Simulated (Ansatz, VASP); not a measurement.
Given: the input of a run of Ansatz 0.2.0 on PBr.

input.yaml

```yaml
crystal:
  lattice:
    - [5.0354221591, 0.0, 0.0]
    - [-2.1028392888, 5.2963757472, 0.0]
    - [-0.710446842, -0.6665871769, 6.355507743]
  atoms:
    - { symbol: Br, position: [0.665798, 0.855013, 0.242756] }
    - { symbol: Br, position: [0.334202, 0.144987, 0.757244] }
    - { symbol: P, position: [0.64072, 0.499757, 0.631871] }
    - { symbol: P, position: [0.35928, 0.500243, 0.368129] }
hamiltonian:
  xc: pbe
  pseudopotentials: { kind: paw }
kpoints:
  mp_grid: { grid: [6, 5, 5] }
scf:
  occupations: { method: fermi_dirac, width: 0.05 }
output:
  forces: true
  stress: true
  eigenvalues: true
```

Potentials or basis: Ansatz PAW.

The run is started by

```console
$ ansatz run input.yaml --threads 2 --pin off --max-ram 5120MiB --backend cpu --events-out ev --progress --plain --runs-dir out
```

Question: Set up the same calculation for VASP 6.6.1. Potentials there: VASP PAW PBE potentials, release 64 (Br, P).

Answer: As run (the cutoff follows the program's own potentials):

File INCAR:

```
  ALGO = Normal
  EDIFF = 1E-7
  ENCUT = 520
  GGA = PE
  ISIF = 2
  ISMEAR = -1
  LASPH = T
  LCHARG = F
  LREAL = F
  LWAVE = F
  NBANDS = 20
  NELM = 100
  PREC = Accurate
  SIGMA = 0.05
```

File KPOINTS:

```
k-points
0
Gamma
  6 5 5
```

POSCAR

```
PBr
1.0
    5.0354221591      0.0000000000      0.0000000000
   -2.1028392888      5.2963757472      0.0000000000
   -0.7104468420     -0.6665871769      6.3555077430
Br P
2 2
Direct
    0.6657980000      0.8550130000      0.2427560000
    0.3342020000      0.1449870000      0.7572440000
    0.6407200000      0.4997570000      0.6318710000
    0.3592800000      0.5002430000      0.3681290000
```

Potentials or basis: VASP PAW PBE potentials, release 64 (Br, P).

Run with:

```console
$ cat potpaw_PBE.64/Br/POTCAR potpaw_PBE.64/P/POTCAR > POTCAR
$ mpirun -np 1 vasp_std > vasp.out
```

Both were run:

|  | VASP | Ansatz | Ansatz less VASP |
| --- | --- | --- | --- |
| gap on the k mesh at the Fermi level (eV) | 1.47 | 1.48 | +0.009 |
| least direct gap on the mesh (eV) | 1.47 | 1.48 | +0.009 |
| pressure (GPa) | -1.3 | -1.2 | +0.07 |
| largest component of the traceless stress (GPa) | 0.94 | 0.92 | -0.019 |
| rms of the force components (eV/Å) | 0.411 | 0.386 | -0.0257 |

Atom by atom the forces differ by 0.028 eV/Å (rms over components).

Caveats: an odd mesh through Γ misses points on the zone boundary, where band edges often lie (VASP); odd divisions of the mesh miss points on the zone boundary, where band edges often lie, so the gap on the mesh can be too wide (Ansatz).
